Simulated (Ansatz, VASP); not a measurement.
# Cross-check of Ge between VASP and Ansatz, part 2 of 2

Wanted: the spread between two codes on one cell, functional and k mesh. The structure shown is the end of the Ansatz relaxation below.

VASP 6.6.1 and Ansatz 0.2.0.

So far. Step 3 (VASP: single point, PBEsol, pair 1): The run ends at a pressure of 0.64 GPa.

### 6. VASP: single point, PBEsol, pair 2

Level of this step: PBEsol; plane waves and PAW (Ge_d) (VASP).

The same cell, functional, mesh and smearing now go to VASP, with its own data sets.

INCAR

```
SYSTEM = Ge
PREC = Accurate
ENCUT = 500
EDIFF = 1E-06
NELM = 120
ISMEAR = -1
SIGMA = 0.02
LREAL = .FALSE.
ALGO = Normal
GGA = PS
NBANDS = 34
LORBIT = 11
LWAVE = .FALSE.
LCHARG = .FALSE.
ISIF = 2
LASPH = .TRUE.
GGA_COMPAT = .FALSE.
EFERMI = MIDGAP
KPAR = 2
```

POSCAR

```
Ge
1.0
    4.0406250993      0.0000000000      0.0000000000
    0.0000000000      4.0406250993      0.0000000000
    0.0000000000      0.0000000000      5.5621213200
Ge
4
Direct
    0.0000000000      0.0000000000      0.5000000000
    0.5000000000      0.0000000000      0.7500000000
    0.5000000000      0.5000000000      0.0000000000
    0.0000000000      0.5000000000      0.2500000000
```

KPOINTS

```
Automatic mesh
0
Gamma
7 7 5
0 0 0
```

The projector-augmented-wave data sets are Ge_d (PBE family, release 64).

On the command line:

```sh
$ mpirun -np 2 vasp_std
```

Numbers of over 12 decimals in the logs are rounded to 6 here.

Log:

```text
[banner, memory and clock lines left out]
running    2 mpi-ranks, on    1 nodes
[...]
[... a notice as in an earlier step ...]

 LDA part: xc-table for (Slater+PW92), standard interpolation
 POSCAR, INCAR and KPOINTS ok, starting setup
[...]
entering main loop
       N       E                     dE             d eps       ncg     rms          rms(c)
DAV:   1     0.477639902534E+03    0.47764E+03   -0.28179E+04  2304   0.444E+03
DAV:   2     0.623996519313E+02   -0.41524E+03   -0.40795E+03  2040   0.796E+02
DAV:   3    -0.157015869565E+02   -0.78101E+02   -0.77251E+02  2254   0.210E+02
DAV:   4    -0.199404890070E+02   -0.42389E+01   -0.42294E+01  2372   0.578E+01
[...]
DAV:  10    -0.197259173587E+02   -0.27788E-04   -0.78207E-05  2618   0.119E-01    0.725E-03
DAV:  11    -0.197259205747E+02   -0.32160E-05   -0.65573E-06  1862   0.180E-02    0.259E-03
DAV:  12    -0.197259208881E+02   -0.31342E-06   -0.55561E-07  1408   0.827E-03
   1 F= -.19725921E+02 E0= -.19725902E+02  d E =-.382777E-04
```

OUTCAR, selected parts (step 6):

```text
  Total       -0.0889671     -0.0889671      0.7689670      0.0000000     -0.0000000      0.0000000
  in kB       -1.5696491     -1.5696491     13.5669030      0.0000000     -0.0000000      0.0000000
  external PRESSURE =       3.4758683 kB  Pullay stress =       0.0000000 kB

 POSITION                                       TOTAL-FORCE (eV/Angst)
 -----------------------------------------------------------------------------------
      0.00000      0.00000      2.78106         0.000000     -0.000000      0.000000
      2.02031      0.00000      4.17159        -0.000000     -0.000000      0.000000
      2.02031      2.02031      0.00000         0.000000      0.000000     -0.000000
      0.00000      2.02031      1.39053         0.000000      0.000000     -0.000000
 -----------------------------------------------------------------------------------
    total drift:                                0.000000      0.000000      0.000000

  FREE ENERGIE OF THE ION-ELECTRON SYSTEM (eV)
  ---------------------------------------------------
  free  energy   TOTEN  =       -19.7259208881 eV

  energy  without entropy=      -19.7258826104  energy(sigma->0) =      -19.72590175

[... 1 part as in an earlier step ...]

[... 2 further parts left out ...]
[key lines of the parts left out:]
E-fermi :   4.8835
```

The run ends at a pressure of 0.35 GPa.

### 7. Differences

The two programs side by side:

```
              quantity  Ansatz   VASP  difference
        pressure (GPa)    0.51   0.35       +0.16
gap on the k mesh (eV)   0.182  0.173      +0.009
```

A gap on the mesh is an upper bound, since the band edges may lie between its points.

### 8. Ansatz: relaxation, PBEsol

This run makes the geometry at which the two programs are then compared. The cell compared in this pair holds 91.20 Å³, against 90.81 Å³ for the pair before.

The structure compared here is the end of the Ansatz relaxation.

input.yaml

```yaml
crystal:
  lattice:
    - [4.0233121975, 0.0, 0.0]
    - [0.0, 4.0233121975, 0.0]
    - [0.0, 0.0, 5.61887766]
  atoms:
    - { symbol: Ge, position: [0.0, 0.0, 0.5] }
    - { symbol: Ge, position: [0.5, 0.0, 0.75] }
    - { symbol: Ge, position: [0.5, 0.5, 0.0] }
    - { symbol: Ge, position: [0.0, 0.5, 0.25] }
kpoints:
  mp_grid: { grid: [7, 7, 5] }
scf:
  occupations: { method: fermi_dirac, width: 0.02 }
hamiltonian:
  xc: pbesol
  pseudopotentials: { kind: paw, azcp: { folder: soft_1 }, xc_functional: pbe }
basis:
  ecutwfc: 600
output:
  forces: true
  stress: true
  write_density: true
  write_potential: true
  elf: true
  volumetric_format: npy
relax:
  f_tol: 0.005
  max_steps: 70
  cell: { stress_tol: 0.02, p_target: 0, fix: [c, alpha, beta, gamma] }
```

On the command line:

```sh
$ ansatz run input.yaml --threads 4 --pin off --max-ram 10240MiB --backend cpu --events-out ev --progress --plain --runs-dir out
```

Log:

```text
[...]
Crystal: 4 atoms, lattice volume = 90.953 Å³
Basis set: ecut = 600 eV, 2995 PW (Γ), exchange–correlation on 72×72×90 points (8 copies of the dense FFT grid, shifted against one another)
Bands: 34, of which v1, the nominal top of the filled ones, is band 28 counted from 1 (27 counted from 0)
Symmetry: 32 space group operations
[...]
k-points: 30 of 245
[...]
--- Relaxed structure (3 steps of the walk, 3 accepted, 1 SCFs on fresh bases) ---
[...]
cell:  # Å, volume = 91.1964 Å³
    - [4.028691, 0, 0.0]
    - [0, 4.028691, 0.0]
    - [0.0, 0.0, 5.61887766]
  atoms:
    - { symbol: Ge, position: [0, 0, 0.5] }
    - { symbol: Ge, position: [0.5, 0, 0.75] }
    - { symbol: Ge, position: [0.5, 0.5, 0] }
    - { symbol: Ge, position: [0, 0.5, 0.25] }
[key lines of the parts left out:]
SCF converged after 6 iterations
Free energy (F): -17014.000833 eV
Fermi energy:    8.342867 eV
P = ⅓ Tr σ = 0.2138 GPa (2.138 kbar)
```

### 9. VASP: single point, PBEsol, pair 3

The same cell, functional, mesh and smearing now go to VASP, with its own data sets.

INCAR is that of step 6.

POSCAR

```
Ge
1.0
    4.0286910116      0.0000000000      0.0000000000
    0.0000000000      4.0286910116      0.0000000000
    0.0000000000      0.0000000000      5.6188776600
Ge
4
Direct
    0.0000000000      0.0000000000      0.5000000000
    0.5000000000      0.0000000000      0.7500000000
    0.5000000000      0.5000000000      0.0000000000
    0.0000000000      0.5000000000      0.2500000000
```

KPOINTS is that of step 6.

On the command line:

```sh
$ mpirun -np 2 vasp_std
```

Log:

```text
[... set-up lines as in an earlier step ...]
 entering main loop
       N       E                     dE             d eps       ncg     rms          rms(c)
DAV:   1     0.484615384492E+03    0.48462E+03   -0.28107E+04  2314   0.442E+03
DAV:   2     0.632117676794E+02   -0.42140E+03   -0.41400E+03  2040   0.807E+02
DAV:   3    -0.157527884238E+02   -0.78965E+02   -0.78016E+02  2270   0.211E+02
DAV:   4    -0.199416310119E+02   -0.41888E+01   -0.41753E+01  2364   0.580E+01
[...]
DAV:  10    -0.197320493927E+02   -0.29948E-04   -0.81290E-05  2590   0.122E-01    0.741E-03
DAV:  11    -0.197320528004E+02   -0.34077E-05   -0.63441E-06  1812   0.176E-02    0.255E-03
DAV:  12    -0.197320531631E+02   -0.36266E-06   -0.62119E-07  1418   0.856E-03
   1 F= -.19732053E+02 E0= -.19731990E+02  d E =-.126377E-03
```

From OUTCAR (step 9):

```text
  Total       -0.0933866     -0.0933866      0.2728812      0.0000000      0.0000000     -0.0000000
  in kB       -1.6406565     -1.6406565      4.7940964      0.0000000      0.0000000     -0.0000000
  external PRESSURE =       0.5042611 kB  Pullay stress =       0.0000000 kB

 POSITION                                       TOTAL-FORCE (eV/Angst)
 -----------------------------------------------------------------------------------
      0.00000      0.00000      2.80944         0.000000     -0.000000      0.000000
      2.01435      0.00000      4.21416        -0.000000      0.000000      0.000000
      2.01435      2.01435      0.00000         0.000000     -0.000000     -0.000000
      0.00000      2.01435      1.40472        -0.000000      0.000000     -0.000000
 -----------------------------------------------------------------------------------
    total drift:                                0.000000      0.000000      0.000000

  FREE ENERGIE OF THE ION-ELECTRON SYSTEM (eV)
  ---------------------------------------------------
  free  energy   TOTEN  =       -19.7320531631 eV

  energy  without entropy=      -19.7319267859  energy(sigma->0) =      -19.73198997

[... 1 part as in an earlier step ...]

[... 2 further parts left out ...]
[key lines of the parts left out:]
E-fermi :   4.8198
```

The run ends at a pressure of 0.05 GPa.

### 10. Side by side

Compared:

```
              quantity  Ansatz   VASP  difference
        pressure (GPa)    0.21   0.05       +0.16
gap on the k mesh (eV)   0.104  0.104       0.000
```

A gap on the mesh is an upper bound, since the band edges may lie between its points.

### 11. What came out

| Property | Result |
| --- | --- |
| difference in gap on the k mesh (single point, PBEsol, pair 1) | 0.0042 eV |
| difference in gap on the k mesh (single point, PBEsol, pair 2) | 0.0090 eV |
| difference in gap on the k mesh (single point, PBEsol, pair 3) | -1.9e-4 eV |

**Reading.** The difference in gap on the k mesh is 0.0090 eV (single point, PBEsol, pair 2), within the 0.08 eV picked in this series as the mark of a large difference. 3 further runs of this series are not shown here. Such differences can come from data sets, numerical settings and the points named under the comparisons, not from the functional's error against experiment.

[Lines on the potential files, build, host, timing and source positions are cut from VASP's logs without a mark.]

[Logs are printed without paths, hosts, clocks, repeated set-up lines and the standing remarks that a program may print on its own settings, such as how far it seeks lower states.]

[Hosts, paths, dates, database ids (printed as entryN), source tags and the programs' standing remarks are cut or masked in the printed files.]
